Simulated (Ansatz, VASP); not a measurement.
# La3Tl in VASP and in Ansatz

```
CELL_PARAMETERS angstrom
5.09351 0.00000 0.00000
0.00000 5.09351 0.00000
0.00000 0.00000 5.09351
ATOMIC_POSITIONS crystal
La 0.00000 0.50000 0.50000
La 0.50000 0.00000 0.50000
La 0.50000 0.50000 0.00000
Tl 0.00000 0.00000 0.00000
```

Change from the starting cell: volume scaled by 1.02.

Alike in both runs: task single point; functional LDA; k mesh 8 × 8 × 8; occupations fermi-dirac, width 0.08 eV; no spin polarisation.

|  | VASP | Ansatz |
| --- | --- | --- |
| version | VASP 6.6.1 | Ansatz 0.2.0 |
| potentials or method | VASP PAW LDA potentials, release 64 (La, Tl_d), cutoff 520 eV | all-electron LAPW, scalar-relativistic |

|  | VASP | Ansatz | Ansatz less VASP |
| --- | --- | --- | --- |
| pressure (GPa) | -4.3 | -4.2 | +0.05 |

Ansatz ran all-electron here, so the differences hold the error of VASP's frozen core and of both bases.

The runs have no spin-orbit coupling, so splittings on La, Tl are missing.
